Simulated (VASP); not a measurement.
Level of theory: AM05 GGA, VASP's PBE PAW potentials (set 64) (plane waves; VASP 6.6.1).

The input files of a VASP run:

POSCAR:
```
Os
1
    1.3650000000    -2.3642490000     0.0000000000
    1.3650000000     2.3642490000     0.0000000000
    0.0000000000     0.0000000000     4.3200000000
Os
2
Direct
  0.3333330000   0.6666670000   0.2500000000
  0.6666670000   0.3333330000   0.7500000000
```

INCAR:
```
ALGO = Normal   # blocked Davidson
GGA = AM   # AM05
EDIFF = 1E-6   # SCF stop (eV)
LMAXMIX = 6
SIGMA = 0.1
ISIF = 3
SYSTEM = Os
EDIFFG = -0.01
LCHARG = .FALSE.
ENCUT = 520   # plane-wave cut-off (eV)
ISMEAR = 1
LASPH = .TRUE.   # aspherical one-centre terms
LREAL = .FALSE.
PREC = Accurate
NSW = 60   # most ionic steps
IBRION = 2
LWAVE = .FALSE.
NELM = 100   # most electronic steps
```

**KPOINTS**
```
Automatic mesh
0
Gamma
14 14 8
0 0 0
```

POTCAR, in this order: Os (PBE.64 set). Program: vasp_std.

Unless said otherwise, spin-orbit coupling is left out, though it shifts the bands of the heavy elements here.

### Question
Predict the energy per atom (σ→0), volume per atom, band gap (on the k-mesh).

### Answer

The energy per atom (σ→0) comes out as -11.997 eV/atom. The band gap (on the k-mesh) comes out as none (metal, semimetal or under 0.01 eV) and the volume per atom is 13.80 Å³/atom.

**OSZICAR**
```
...
DAV:   4    -0.239943885220E+02   -0.47921E-06   -0.79977E-07  1460   0.728E-03
   8 F= -.23994389E+02 E0= -.23993995E+02  d E =0.272166E-04
       N       E                     dE             d eps       ncg     rms          rms(c)
DAV:   1    -0.239944510700E+02   -0.63027E-04   -0.10062E-03  2880   0.274E-01    0.803E-02
DAV:   2    -0.239944219555E+02    0.29114E-04   -0.33705E-05  2936   0.606E-02    0.348E-02
DAV:   3    -0.239944171724E+02    0.47831E-05   -0.18749E-05  3504   0.437E-02    0.312E-03
DAV:   4    -0.239944171773E+02   -0.48919E-08   -0.47766E-07  1444   0.571E-03
   9 F= -.23994417E+02 E0= -.23994024E+02  d E =-.143869E-05
```

The compound is Os in the hcp structure. This run relaxes it. Symmetry was kept, so distortions that lower it aren't found.
